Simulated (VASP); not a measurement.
The input files of a VASP run:

### KPOINTS
```
Automatic mesh
0
Gamma
8 8 8
0 0 0
```

### INCAR
```
SIGMA=0.05   # width (eV)
IBRION=2   # conjugate gradients
NSW=40
LCHARG=.FALSE.
LMAXMIX=4   # l cut-off of mixed one-centre charges
PSTRESS=200   # kbar
ISMEAR=0
ALGO=Normal   # blocked Davidson
ENCUT=500   # plane-wave cut-off (eV)
NELM=100   # most electronic steps
EDIFFG=-0.02   # ionic stop
ISIF=3   # ions, shape and volume
LASPH=.TRUE.   # aspherical one-centre terms
PREC=Accurate
LWAVE=.FALSE.
SYSTEM=AgCl
EDIFF=1E-6   # SCF stop (eV)
LREAL=.FALSE.   # projection in real space or not
GGA=PS   # PBEsol
```

POSCAR:
```
AgCl
1
    3.2053213872     0.0000000000     0.0000000000
    0.0000000000     3.2053213872     0.0000000000
    0.0000000000     0.0000000000     3.2053213872
Ag Cl
1 1
Direct
  0.0000000000   0.0000000000   0.0000000000
  0.5000000000   0.5000000000   0.5000000000
```

POTCAR, in this order: Ag Cl (PBE.64 set). Program: vasp_std.

Question: Translate this PBEsol calculation to Quantum ESPRESSO's pw.x.

Answer: One equivalent input (not run):
```
&CONTROL
  calculation = 'vc-relax'
  pseudo_dir = './pseudo'
  outdir = './out'
  tprnfor = .true.
  tstress = .true.
  nstep = 40
  forc_conv_thr = 0.00078
/
&SYSTEM
  ibrav = 0
  nat = 2
  ntyp = 2
  ecutwfc = 82
  occupations = 'smearing'
  smearing = 'gaussian'
  degauss = 0.003675
  input_dft = 'pbesol'
/
&ELECTRONS
  conv_thr = 7.3e-08
  electron_maxstep = 100
/
&IONS
/
&CELL
  press = 200
/
ATOMIC_SPECIES
  Ag 107.868 Ag.upf
  Cl 35.450 Cl.upf
CELL_PARAMETERS angstrom
     3.2053214    0.0000000    0.0000000
     0.0000000    3.2053214    0.0000000
     0.0000000    0.0000000    3.2053214
ATOMIC_POSITIONS crystal
  Ag   0.0000000  0.0000000  0.0000000
  Cl   0.5000000  0.5000000  0.5000000
K_POINTS automatic
  8 8 8 0 0 0
```
The two are equivalent in intent, not identical: the potentials are each code's own (VASP's PAW set, PseudoDojo norm-conserving files in pw.x), so ENCUT and ecutwfc are chosen apart and not converted; conv_thr bounds pw.x's estimated SCF error, while EDIFF bounds the energy change between steps; forc_conv_thr acts on force components and is met together with etot_conv_thr.

The structure was generated: AgCl was put into the CsCl type type (Pm-3m), which need not be its known phase. This run relaxes it under an external pressure of 20 GPa. Symmetry was kept, so distortions that lower it aren't found.
